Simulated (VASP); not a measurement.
Here is a VASP 6.6.1 calculation.

INCAR

```
SYSTEM = TiSn
  PREC = Normal
  ENCUT = 520
  EDIFF = 1E-5
  ISMEAR = 0
  SIGMA = 0.15
  LREAL = Auto
  LASPH = .TRUE.
  NELM = 80
  ALGO = Fast
  ISIF = 2
  LWAVE = .FALSE.
  LCHARG = .FALSE.
  GGA = PE
```

Contents of KPOINTS:

```
regular mesh
0
G
  4 4 5
  0 0 0
```

POSCAR

```
TiSn
1.0
    6.3376420000      0.0000000000      0.0000000000
   -3.1688200000      5.4885580000      0.0000000000
    0.0000000000      0.0000000000      4.6140000000
Ti Sn
4 4
Direct
    0.0000000000      0.0000000000      0.0000000000
    0.0000000000      0.5000000000      0.0000000000
    0.5000000000      0.0000000000      0.0000000000
    0.5000000000      0.5000000000      0.0000000000
    0.3333335000      0.1666665000      0.5000000000
    0.3333335000      0.6666665000      0.5000000000
    0.8333335000      0.1666665000      0.5000000000
    0.8333335000      0.6666665000      0.5000000000
```

Potentials or basis: VASP PAW PBE potentials, release 64 (Ti_sv, Sn_d).

Launch:

```sh
$ cat potpaw_PBE.64/Ti_sv/POTCAR potpaw_PBE.64/Sn_d/POTCAR > POTCAR
$ mpirun -np 1 vasp_std > vasp.out
```

(1) What does it give for the band gap on the k mesh?

(2) Estimate the pressure.

Results:

(1) none (metal or under the smearing width).

(2) 0.1 GPa.
